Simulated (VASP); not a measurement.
Computed with PBE GGA, VASP's PBE PAW potentials (set 64) (plane waves; VASP).

A VASP calculation is set up with these files.

### POSCAR
```
CsPbCl3
1
    5.6423530000     0.0000000000     0.0000000000
    0.0000000000     5.6423530000     0.0000000000
    0.0000000000     0.0000000000     5.6423530000
Cs Pb Cl
1 1 3
Direct
  0.0000000000   0.0000000000   0.0000000000
  0.5000000000   0.5000000000   0.5000000000
  0.0000000000   0.5000000000   0.5000000000
  0.5000000000   0.0000000000   0.5000000000
  0.5000000000   0.5000000000   0.0000000000
```

File KPOINTS:
```
Automatic mesh
0
Gamma
9 9 9
0 0 0
```

INCAR:
```
ALGO=Normal
EDIFF=1E-09
ENCUT=420
GGA=PE
ISIF=2
ISMEAR=0
LASPH=.TRUE.
LCHARG=.FALSE.
LMAXMIX=4
LREAL=.FALSE.
LWAVE=.FALSE.
NELM=100
PREC=Accurate
SIGMA=0.01
SYSTEM=CsPbCl3
```

POTCAR, in this order: Cs_sv Pb_d Cl (PBE.64 set). Program: vasp_std.

Q: What will the output report for the number of irreducible k-points (NKPTS), largest plane-wave count, number of space-group operations, FFT grid (NGX, NGY, NGZ)?

A: 
| Quantity | Value |
|---|---|
| number of irreducible k-points (NKPTS) | 35 |
| largest plane-wave count | 3536 |
| number of space-group operations | 48 |
| FFT grid (NGX, NGY, NGZ) | 40 × 40 × 40 |

The structure comes from a computed database's CsPbCl3 entry; how it stands against other phases isn't given here. The cell was not relaxed at this level. The run is one of a series of settings (EDIFF = 1E-09, ENCUT = 420, KPOINTS 9×9×9 Γ-centred mesh against the base run), some of them coarse on purpose.
